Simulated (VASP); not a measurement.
Consider the following.

```
CELL_PARAMETERS angstrom
      1.23291    -2.13546     0.00000
      1.23291     2.13546     0.00000
      0.00000     0.00000     7.94497
ATOMIC_POSITIONS crystal
  C  0.00000 0.00000 0.25000
  C  0.00000 0.00000 0.75000
  C  0.33333 0.66667 0.25000
  C  0.66667 0.33333 0.75000
```

The numbers are results of PW91 GGA, VASP's PBE PAW potentials (set 64) (plane waves; VASP), not measurements. Numerical set-up: 520 eV cut-off, Gaussian smearing of 0.050 eV, potentials C.

Without a dispersion term in the relaxation, distances and binding between the weakly bound layers, chains or molecules are unreliable, and so is what depends on them.

Question: Give the energies of bands 3 to 10 at the high-symmetry points, in eV from the Fermi level.

Answer: 
```
band      Γ       M       K      A       L       H
----  -----  ------  ------  -----  ------  ------
3     -7.98  -13.24  -12.59  -7.62  -13.23  -12.59
4     -7.22  -13.22  -12.57  -7.62  -13.23  -12.59
5     -3.08   -6.45  -10.56  -3.08   -6.44  -10.56
6     -3.08   -6.44  -10.56  -3.08   -6.44  -10.56
7     -3.08   -2.49   -0.22  -3.08   -2.36    0.00
8     -3.08   -2.24    0.00  -3.08   -2.36    0.00
9      3.33    1.55    0.00   4.91    1.67    0.00
10     7.36    1.86    0.23   4.91    1.67    0.00
```

It has no gap at this level: it comes out as a metal or semimetal.

The compound is C in the graphite structure. It was relaxed first, which changed the volume by +19 %.
